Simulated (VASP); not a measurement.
Data:

```
CELL_PARAMETERS angstrom
      5.92837     0.00000     0.00000
      0.00000     5.92837     0.00000
      0.00000     0.00000     5.92837
ATOMIC_POSITIONS crystal
  Cd 0.00000 0.00000 0.00000
  Cd 0.50000 0.50000 0.00000
  Cd 0.50000 0.00000 0.50000
  Se 0.22288 0.27712 0.27712
  Se 0.77712 0.72288 0.27712
  Se 0.77712 0.27712 0.72288
  Se 0.22288 0.72288 0.72288
  Be 0.00000 0.50000 0.50000
```

Computed with PBE GGA, VASP's PBE PAW potentials (set 64) (plane waves; VASP 6.6.1). Run with 400 eV cut-off, Gaussian smearing of 0.050 eV, potentials Cd Se Be.

### Question
What does the run give for the band gap (along the path) with the smallest direct gap where there is one?

### Answer

```json
{
 "band gap (along the path)": "1.08 eV",
 "smallest direct gap (along the path)": "1.08 eV"
}
```

Only differences to runs with the same potentials and settings are physical.

The structure was generated: BeCd3Se4 was put into an ordered model structure (P-43m), which need not be its known phase. It was relaxed first, which changed the volume by +6 %.
